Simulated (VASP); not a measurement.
These are AM05 GGA, VASP's PBE PAW potentials (set 64) (plane waves; VASP 6.6.1) values and carry that method's errors.

VASP ran on this input.

**KPOINTS**
```
k-points along high-symmetry lines
15
Line-mode
Reciprocal
  0.000000   0.000000   0.000000 ! GAMMA
  0.000000   0.500000   0.000000 ! X

  0.000000   0.500000   0.000000 ! X
  0.500000   0.500000   0.000000 ! M

  0.500000   0.500000   0.000000 ! M
  0.000000   0.000000   0.000000 ! GAMMA

  0.000000   0.000000   0.000000 ! GAMMA
  0.500000   0.500000   0.500000 ! R

  0.500000   0.500000   0.500000 ! R
  0.000000   0.500000   0.000000 ! X

  0.500000   0.500000   0.500000 ! R
  0.500000   0.500000   0.000000 ! M
```

File POSCAR:
```
RuAl
2.9735360
  0.9999999827   0.0000000000   0.0000000000
  0.0000000000   0.9999999827   0.0000000000
  0.0000000000   0.0000000000   0.9999999827
Al Ru
1 1
direct
  0.5000000000   0.5000000000   0.5000000000
  0.0000000000   0.0000000000   0.0000000000
```

**INCAR**
```
# general
SYSTEM   =  RuAl
PREC     =  Accurate
ENCUT    =  520
LREAL    =  .FALSE.   # projection in real space or not
LASPH    =  .TRUE.   # aspherical one-centre terms
ICHARG   =  11   # fixed density

# electronic loop
EDIFF    =  1E-7   # SCF stop (eV)
NELM     =  100   # most electronic steps
ALGO     =  Normal   # blocked Davidson
LMAXMIX  =  4   # l cut-off of mixed one-centre charges

# smearing
ISMEAR   =  0   # Gaussian
SIGMA    =  0.05   # width (eV)

# functional
GGA      =  AM   # AM05

# output
LWAVE    =  .FALSE.
LCHARG   =  .FALSE.
LORBIT   =  11   # lm-projected
```

POTCAR, in this order: Al Ru_pv (PBE.64 set). Program: vasp_std. Read from the step before: CHGCAR.

Output of the run:

OSZICAR:
```
       N       E                     dE             d eps       ncg     rms          rms(c)
DAV:   1     0.115307044078E+03    0.11531E+03   -0.94806E+03  2176   0.133E+03
DAV:   2    -0.122067655525E+02   -0.12751E+03   -0.12162E+03  2328   0.347E+02
DAV:   3    -0.143922881437E+02   -0.21855E+01   -0.21645E+01  2656   0.475E+01
DAV:   4    -0.144152393122E+02   -0.22951E-01   -0.22941E-01  2492   0.469E+00
DAV:   5    -0.144159581116E+02   -0.71880E-03   -0.71877E-03  2976   0.630E-01
DAV:   6    -0.144159693130E+02   -0.11201E-04   -0.11203E-04  2608   0.645E-02
DAV:   7    -0.144159695512E+02   -0.23828E-06   -0.23730E-06  2788   0.681E-03
DAV:   8    -0.144159695530E+02   -0.17940E-08   -0.26897E-08  1608   0.816E-04
   1 F= -.14415970E+02 E0= -.14415431E+02  d E =-.107796E-02
```

### OUTCAR
```
 val. band max:       11.6948929691   @ k =   0.3929   0.5000   0.3929

 cond. band min:      11.8280326666   @ k =   0.4286   0.4286   0.4286



 k-point     1 :       0.0000    0.0000    0.0000
  band No.  band energies     occupation
      1     -30.8490      2.00000
      2     -30.8490      2.00000
      3     -30.8490      2.00000
      4       1.0633      2.00000
      5       7.1557      2.00000
      6       7.1557      2.00000
      7      11.0561      2.00000
      8      11.0561      2.00000
      9      11.0561      2.00000
     10      17.0221      0.00000
     11      17.0221      0.00000
     12      17.0221      0.00000

 k-point     2 :       0.0000    0.0357    0.0000
  band No.  band energies     occupation
      1     -30.8519      2.00000
      2     -30.8487      2.00000
      3     -30.8487      2.00000
      4       1.0883      2.00000
      5       7.1646      2.00000
      6       7.1652      2.00000
      7      11.0232      2.00000
      8      11.0232      2.00000
      9      11.0592      2.00000
     10      16.8895      0.00000
     11      17.0736      0.00000
     12      17.0736      0.00000

 k-point     3 :       0.0000    0.0714    0.0000
  band No.  band energies     occupation
      1     -30.8603      2.00000
      2     -30.8480      2.00000
      3     -30.8480      2.00000
      4       1.1631      2.00000
      5       7.1912      2.00000
      6       7.1922      2.00000
      7      10.9287      2.00000
      8      10.9287      2.00000
      9      11.0686      2.00000
     10      16.5353      0.00000
     11      17.2238      0.00000
     12      17.2238      0.00000

 k-point     4 :       0.0000    0.1071    0.0000
  band No.  band energies     occupation
      1     -30.8739      2.00000
      2     -30.8469      2.00000
      3     -30.8469      2.00000
      4       1.2868      2.00000
      5       7.2314      2.00000
      6       7.2345      2.00000
      7      10.7842      2.00000
...
```

The density is held fixed in this step, so its total energy and stress have no physical meaning.

The compound is RuAl in the CsCl type structure. It was relaxed first. The electron count is odd and the run is not spin-polarised, which forces a metal.
